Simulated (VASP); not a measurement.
Given:

```xyz
2
Lattice="0.0000 2.7050 2.7050 2.7050 0.0000 2.7050 2.7050 2.7050 0.0000" Properties=species:S:1:pos:R:3 pbc="T T T"
Cu     0.0000     0.0000     0.0000
Cl     1.3525     1.3525     1.3525
```

The numbers are results of PBEsol GGA, VASP's PBE PAW potentials (set 64) (plane waves; VASP), not measurements. Run with 300 eV cut-off, 7×7×7 Γ-centred mesh, Fermi-Dirac smearing of 0.020 eV, potentials Cu Cl.

At this cut-off the stress carries a Pulay error, which pulls relaxed volumes low.

Task: Estimate the energy per atom (σ→0), pressure, band gap (on the k-mesh) with the smallest direct gap where there is one.

Result: 
```
Property                                     Result
-----------------------------------  --------------
band gap (on the k-mesh)                    0.42 eV
smallest direct gap (on the k-mesh)         0.42 eV
energy per atom (σ→0)                -3.515 eV/atom
pressure                                  -4.31 GPa
```

Only differences to runs with the same potentials and settings are physical.

The structure is a typed CuCl crystal. The cell was not relaxed at this level.
